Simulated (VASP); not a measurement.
Crystal: CdRh3.

```
Cd Rh
1.0
     0.00000    3.12289    3.12289
     3.12289    0.00000    3.12289
     3.12289    3.12289    0.00000
Cd Rh
1 3
Direct
  0.00000 0.00000 0.00000
  0.25000 0.25000 0.25000
  0.75000 0.75000 0.75000
  0.50000 0.50000 0.50000
```

The cell was built by a generator and needn't be a form met in nature.

- Program: VASP 6.6.1
- Task: relaxation of cell and atoms
- Functional: PBE
- Potentials or basis: VASP PAW PBE potentials, release 64 (Cd, Rh_pv)
- Cutoff: 600 eV
- k mesh: 7 × 7 × 7
- Occupations: methfessel-paxton, width 0.1 eV
- Spin: no spin polarisation

At the start: pressure 4.8 GPa; volume 15.23 Å³/atom.

Problem. How do energy, volume and symmetry change on relaxing?

Solution. Over 3 steps the energy falls by 5.5 meV/atom and the volume is 15.61 Å³/atom (+2.5 %); space group Fm-3m (No. 225, to 0.05 Å).

Step by step:
```
step  energy change (eV)  largest force (eV/Å)  pressure (GPa)  volume (Å³)
   1              0.0000                0.0000            4.75        60.91
   2              0.0314                0.0000           -6.45        64.98
   3             -0.0220                0.0000           -0.06        62.45
```

Final structure:
```yaml
crystal:
  lattice:
    - [0.00000, 3.14902, 3.14902]
    - [3.14902, 0.00000, 3.14902]
    - [3.14902, 3.14902, 0.00000]
  atoms:
    - { symbol: Cd, position: [0.00000, 0.00000, 0.00000] }
    - { symbol: Rh, position: [0.25000, 0.25000, 0.25000] }
    - { symbol: Rh, position: [0.75000, 0.75000, 0.75000] }
    - { symbol: Rh, position: [0.50000, 0.50000, 0.50000] }
```
